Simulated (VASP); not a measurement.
Write the native input for VASP 6.6.1 that does the following.

```yaml
Task: density of states
Functional: PBE
Potentials_or_basis: VASP PAW PBE potentials, release 64 (Hf_pv, In_d, Si, O)
Cutoff: 520 eV
k_mesh: 6 × 6 × 4
Occupations: gaussian, width 0.1 eV
Spin: no spin polarisation
k_mesh_for_the_DOS: 9 × 9 × 6
Occupations_for_the_DOS: tetrahedron
Further_INCAR_settings: ALGO = Fast; EDIFF = 1e-06; NBANDS = 63
```

Crystal: HfIn4SiO6.

```xyz
12
Lattice="2.7014 -4.6861 0.0000 2.7014 4.6861 0.0000 -1.7017 0.0000 7.4975" Properties=species:S:1:pos:R:3 pbc="T T T"
Hf    2.7014   -3.1223    0.0000
In    1.8505    4.6437    3.7488
In    1.8505    1.6035    3.7488
In    1.8505   -1.5867    3.7488
In    2.7014    0.0036    0.0000
Si    2.7014    3.1277    0.0000
O    -0.1439   -1.6276    6.5114
O     3.8450   -1.6276    0.9861
O     3.5389    1.8073    0.9985
O     0.1621    1.8073    6.4990
O     2.9841   -0.1704    6.4997
O     0.7170   -0.1704    0.9978
```

The cell was built by a generator and needn't be a form met in nature.

These files were run (other wordings do the same):

POSCAR

```
HfIn4SiO6
1.0
    2.7014110000     -4.6860700000      0.0000000000
    2.7014110000      4.6860700000      0.0000000000
   -1.7017440000      0.0000000000      7.4975110000
Hf In Si O
1 4 1 6
Direct
    0.8331510000      0.1668490000      0.0000000000
    0.0045230000      0.9954770000      0.5000000000
    0.3289110000      0.6710890000      0.5000000000
    0.6692980000      0.3307020000      0.5000000000
    0.4996120000      0.5003880000      0.0000000000
    0.1662760000      0.8337240000      0.0000000000
    0.4205670000      0.0732460000      0.8684780000
    0.9267540000      0.5794330000      0.1315220000
    0.5041300000      0.8898010000      0.1331800000
    0.1101990000      0.4958700000      0.8668200000
    0.8435590000      0.8071900000      0.8669200000
    0.1928100000      0.1564410000      0.1330800000
```

INCAR.step1

```
SYSTEM = HfIn4SiO6
PREC = Accurate
ENCUT = 520
EDIFF = 1E-6
ISMEAR = 0
SIGMA = 0.1
LREAL = .False.
LASPH = .True.
NELM = 100
ALGO = Fast
ISIF = 2
LWAVE = .False.
LCHARG = .True.
LMAXMIX = 4
GGA = PE
NBANDS = 63
KPAR = 4
```

KPOINTS.step1

```
Automatic mesh
0
Gamma
  6 6 4
  0 0 0
```

INCAR.step2

```
SYSTEM = HfIn4SiO6
PREC = Accurate
ENCUT = 520
EDIFF = 1E-6
ISMEAR = -5
SIGMA = 0.1
LREAL = .False.
LASPH = .True.
NELM = 100
ALGO = Fast
ISIF = 2
LWAVE = .False.
LCHARG = .False.
LMAXMIX = 4
GGA = PE
LORBIT = 11
NBANDS = 63
KPAR = 4
NEDOS = 1001
ICHARG = 11
```

KPOINTS.step2

```
Automatic mesh
0
Gamma
  9 9 6
  0 0 0
```

Potentials or basis: VASP PAW PBE potentials, release 64 (Hf_pv, In_d, Si, O).

The run is started by

```sh
$ cat potpaw_PBE.64/Hf_pv/POTCAR potpaw_PBE.64/In_d/POTCAR potpaw_PBE.64/Si/POTCAR potpaw_PBE.64/O/POTCAR > POTCAR
$ cp INCAR.step1 INCAR
$ cp KPOINTS.step1 KPOINTS
$ mpirun -np 4 vasp_std > vasp.out
$ cp INCAR.step2 INCAR
$ cp KPOINTS.step2 KPOINTS
$ mpirun -np 4 vasp_std > vasp.out
```

Results of the run:

```json
{
  "Valence electrons inside the program's atomic spheres": "Hf 8.41; In 11.33; Si 1.38; O 5.05, 5.04"
}
```

Wall time 6.5 min on 4 MPI ranks on Intel(R) Xeon(R) 6975P-C (Granite Rapids) (shared host), peak memory 1.3 GiB a rank.
